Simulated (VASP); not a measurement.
These are PBE GGA, VASP's PBE PAW potentials (set 64) (plane waves; VASP) values and carry that method's errors.

VASP input:

**POSCAR**
```
FeSi
1.0
  4.3367975659   0.0000000000   0.0000000000
  0.0000000000   4.3367975659   0.0000000000
  0.0000000000   0.0000000000   4.3367975659
Fe Si
4 4
Cartesian
  3.7326497873   2.7725465615   1.5642510044
  1.5642510044   3.7326497873   2.7725465615
  0.6041477786   0.6041477786   0.6041477786
  2.7725465615   1.5642510044   3.7326497873
  0.6846862827   1.4837125003   2.8530850656
  2.8530850656   0.6846862827   1.4837125003
  3.6521112832   3.6521112832   3.6521112832
  1.4837125003   2.8530850656   0.6846862827
```

**INCAR**
```
ALGO = Normal
EDIFF = 1E-6
EDIFFG = -0.02
ENCUT = 500
GGA = PE
IBRION = 2
ISIF = 3
ISMEAR = 0
LASPH = .True.
LCHARG = .False.
LMAXMIX = 4
LREAL = .False.
LWAVE = .False.
NELM = 100
NSW = 40
PREC = Accurate
PSTRESS = 300
SIGMA = 0.05
SYSTEM = FeSi
```

**KPOINTS**
```
kpoints
0
G
  5 5 5
```

POTCAR, in this order: Fe Si (PBE.64 set). Program: vasp_std.

Energy and stress use the plane-wave basis of the starting cell.

Estimate the energy per atom (σ→0), volume per atom.

The energy per atom (σ→0) comes out as -7.254 eV/atom and the volume per atom comes out as 9.89 Å³/atom.

File OSZICAR:
```
...
   5 F= -.43211859E+02 E0= -.43211732E+02  d E =-.185039E-02
       N       E                     dE             d eps       ncg     rms          rms(c)
DAV:   1    -0.580306523827E+02    0.30209E-02   -0.57748E-02   638   0.138E+00    0.520E-02
DAV:   2    -0.580307391111E+02   -0.86728E-04   -0.10103E-03   888   0.271E-01    0.334E-02
DAV:   3    -0.580307327495E+02    0.63616E-05   -0.18848E-05   810   0.396E-02    0.180E-02
DAV:   4    -0.580307300577E+02    0.26918E-05   -0.53748E-06   713   0.170E-02    0.206E-03
DAV:   5    -0.580307300709E+02   -0.13250E-07   -0.20110E-07   369   0.580E-03
   6 F= -.43212044E+02 E0= -.43211905E+02  d E =-.203505E-02
```

The compound is FeSi in the B20 structure. This run relaxes it under an external pressure of 30 GPa. Symmetry was kept, so distortions that lower it aren't found. The run is not spin-polarised, so no magnetic state was tried.
